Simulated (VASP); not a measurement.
Output of a VASP run:

OUTCAR:
```
 ion  position               nearest neighbor table
   1  0.000  0.000  0.000-   2 2.80   2 2.80   2 2.80   2 2.80   2 2.80   2 2.80   2 2.80   2 2.80
  LATTYP: Found a simple tetragonal cell.
 ALAT       =     2.7707685521
 C/A-ratio  =     1.4402558750
 Subroutine PRICEL returns:
 Original cell was already a primitive cell.
 Subroutine GETGRP returns: Found 16 space group operations
The static configuration has the point symmetry D_4h.
The dynamic configuration has the point symmetry D_4h.
 Subroutine INISYM returns: Found 16 space group operations
 Subroutine IBZKPT returns following result:
 Found    140 irreducible k-points:

 Following reciprocal coordinates:
            Coordinates               Weight
  0.000000  0.000000  0.000000      1.000000
  0.076923  0.000000  0.000000      4.000000
  0.153846  0.000000  0.000000      4.000000
  0.230769  0.000000  0.000000      4.000000
  0.307692  0.000000  0.000000      4.000000
  0.384615  0.000000  0.000000      4.000000
  0.461538  0.000000  0.000000      4.000000
  0.076923  0.076923  0.000000      4.000000
  0.153846  0.076923  0.000000      8.000000
  0.230769  0.076923  0.000000      8.000000
  0.307692  0.076923  0.000000      8.000000
  0.384615  0.076923  0.000000      8.000000
  0.461538  0.076923  0.000000      8.000000
  0.153846  0.153846  0.000000      4.000000
  0.230769  0.153846  0.000000      8.000000
  0.307692  0.153846  0.000000      8.000000
  0.384615  0.153846  0.000000      8.000000
  0.461538  0.153846  0.000000      8.000000
  0.230769  0.230769  0.000000      4.000000
  0.307692  0.230769  0.000000      8.000000
  0.384615  0.230769  0.000000      8.000000
  0.461538  0.230769  0.000000      8.000000
  0.307692  0.307692  0.000000      4.000000
  0.384615  0.307692  0.000000      8.000000
  0.461538  0.307692  0.000000      8.000000
  0.384615  0.384615  0.000000      4.000000
  0.461538  0.384615  0.000000      8.000000
  0.461538  0.461538  0.000000      4.000000
  0.000000  0.000000  0.111111      2.000000
  0.076923  0.000000  0.111111      8.000000
  0.153846  0.000000  0.111111      8.000000
  0.230769  0.000000  0.111111      8.000000
  0.307692  0.000000  0.111111      8.000000
  0.384615  0.000000  0.111111      8.000000
  0.461538  0.000000  0.111111      8.000000
  0.076923  0.076923  0.111111      8.000000
  0.153846  0.076923  0.111111     16.000000
  0.230769  0.076923  0.111111     16.000000
  0.307692  0.076923  0.111111     16.000000
  0.384615  0.076923  0.111111     16.000000
   k-points           NKPTS =    140   k-points in BZ     NKDIM =    140   number of bands    NBANDS=     11
   number of dos      NEDOS =    301   number of ions     NIONS =      2
   total plane-waves  NPLWV =  12000
   dimension x,y,z NGX =    20 NGY =   20 NGZ =   30
   dimension x,y,z NGXF=    40 NGYF=   40 NGZF=   60
   ions per type =               1   1
   PREC   = accura    normal or accurate (medium, high low for compatibility)
   ISTART =      0    job   : 0-new  1-cont  2-samecut
   ICHARG =      2    charge: 1-file 2-atom 10-const
   ISPIN  =      1    spin polarized calculation?
   LNONCOLLINEAR =      F non collinear calculations
   LSORBIT =      F    spin-orbit coupling
   INIWAV =      1    electr: 0-lowe 1-rand  2-diag
   ENCUT  =  500.0 eV  36.75 Ry    6.06 a.u.   5.05  5.05  7.28*2*pi/ulx,y,z
   NELM   =    100;   NELMIN=  2; NELMDL= -5     # of ELM steps
   EDIFF  = 0.1E-05   stopping-criterion for ELM
   LREAL  =      F    real-space projection
   NLSPLINE    = F    spline interpolate recip. space projectors
   LMAXMIX     =    4 max onsite mixed and CHGCAR
   VOSKOWN=      0    Vosko Wilk Nusair interpolation
   EDIFFG = -.2E-01   stopping-criterion for IOM
   NSW    =     40    number of steps for IOM
   NBLOCK =      1;   KBLOCK =     40    inner block; outer block
   IBRION =      2    ionic relax: 0-MD 1-quasi-New 2-CG
...
```

File OSZICAR:
```
       N       E                     dE             d eps       ncg     rms          rms(c)
DAV:   1     0.878635195200E+02    0.87864E+02   -0.73128E+03  3083   0.135E+03
DAV:   2    -0.926847010088E+01   -0.97132E+02   -0.94272E+02  3101   0.329E+02
DAV:   3    -0.148953704839E+02   -0.56269E+01   -0.53434E+01  4795   0.771E+01
DAV:   4    -0.150990082785E+02   -0.20364E+00   -0.20155E+00  3857   0.126E+01
DAV:   5    -0.151074309356E+02   -0.84227E-02   -0.84147E-02  4486   0.235E+00    0.100E+01
DAV:   6    -0.137500517058E+02    0.13574E+01   -0.11523E+01  3791   0.376E+01    0.335E+00
DAV:   7    -0.136028183417E+02    0.14723E+00   -0.10857E+00  3557   0.114E+01    0.202E+00
DAV:   8    -0.135847469830E+02    0.18071E-01   -0.13824E-01  3466   0.396E+00    0.482E-01
DAV:   9    -0.135834905295E+02    0.12565E-02   -0.26372E-02  3735   0.220E+00    0.246E-01
DAV:  10    -0.135834998922E+02   -0.93627E-05   -0.19253E-03  3786   0.469E-01    0.603E-02
DAV:  11    -0.135834999861E+02   -0.93831E-07   -0.43374E-04  4041   0.239E-01    0.418E-02
DAV:  12    -0.135835007056E+02   -0.71953E-06   -0.30535E-05  3526   0.647E-02    0.134E-02
DAV:  13    -0.135834996255E+02    0.10801E-05   -0.11702E-06  2511   0.139E-02    0.641E-03
DAV:  14    -0.135834994880E+02    0.13743E-06   -0.71027E-07  1761   0.110E-02
   1 F= -.13583499E+02 E0= -.13583201E+02  d E =-.135835E+02
```

OUTCAR:
```
------------------------ aborting loop because EDIFF is reached ----------------------------------------
  FORCE on cell =-STRESS in cart. coord.  units (eV):
  Direction    XX          YY          ZZ          XY          YZ          ZX
  --------------------------------------------------------------------------------------
  Total       -0.0175857     -0.0175857      0.0214556      0.0000000      0.0000000      0.0000000
  in kB       -0.9196675     -0.9196675      1.1220453      0.0000000      0.0000000      0.0000000
  external PRESSURE =      -0.2390965 kB  Pullay stress =       0.0000000 kB
  volume of cell :       30.64
      direct lattice vectors                 reciprocal lattice vectors
     2.770768552  0.000000000  0.000000000     0.360910694  0.000000000  0.000000000
     0.000000000  2.770768552  0.000000000     0.000000000  0.360910694  0.000000000
     0.000000000  0.000000000  3.990615685     0.000000000  0.000000000  0.250587899
 POSITION                                       TOTAL-FORCE (eV/Angst)
 -----------------------------------------------------------------------------------
      0.00000      0.00000      0.00000         0.000000      0.000000      0.000000
      1.38538      1.38538      1.99531         0.000000      0.000000      0.000000
 -----------------------------------------------------------------------------------
    total drift:                               -0.000000      0.000000     -0.000000
  FREE ENERGIE OF THE ION-ELECTRON SYSTEM (eV)
  ---------------------------------------------------
  free  energy   TOTEN  =       -13.5834994880 eV

  energy  without entropy=      -13.5826043484  energy(sigma->0) =      -13.58320111

 reached required accuracy - stopping structural energy minimisation
```
(Selected blocks of OUTCAR.)

### POSCAR
```
TiAl
1
    2.7707685521     0.0000000000     0.0000000000
    0.0000000000     2.7707685521    -0.0000000000
    0.0000000000     0.0000000000     3.9906156855
Ti Al
1 1
Direct
  0.0000000000   0.0000000000   0.0000000000
  0.5000000000   0.5000000000   0.5000000000
```

Reconstruct the remaining input files.

One answer among several that fit: the input of the run itself, LDA (Ceperley-Alder, Perdew-Zunger), plane waves, VASP's LDA PAW potentials (set 64).

### KPOINTS
```
Automatic mesh
0
Gamma
13 13 9
```

INCAR:
```
EDIFF = 1E-6   ! SCF stop (eV)
ENCUT = 500   ! plane-wave cut-off (eV)
ALGO = Normal
LWAVE = .FALSE.
LREAL = .FALSE.   ! projection in real space or not
SYSTEM = TiAl
EDIFFG = -0.02   ! ionic stop
LASPH = .TRUE.   ! aspherical one-centre terms
NSW = 40
ISMEAR = 1   ! Methfessel-Paxton
SIGMA = 0.1   ! width (eV)
LMAXMIX = 4   ! l cut-off of mixed one-centre charges
NELM = 100
ISIF = 3   ! ions, shape and volume
PREC = Accurate
IBRION = 2   ! conjugate gradients
LCHARG = .FALSE.
```

POTCAR, in this order: Ti_sv Al (LDA.64 set). Program: vasp_std.

The compound is TiAl in the L1_0 structure. It was relaxed first, which changed the volume by -6 %. The electron count is odd and the run is not spin-polarised, which forces a metal.
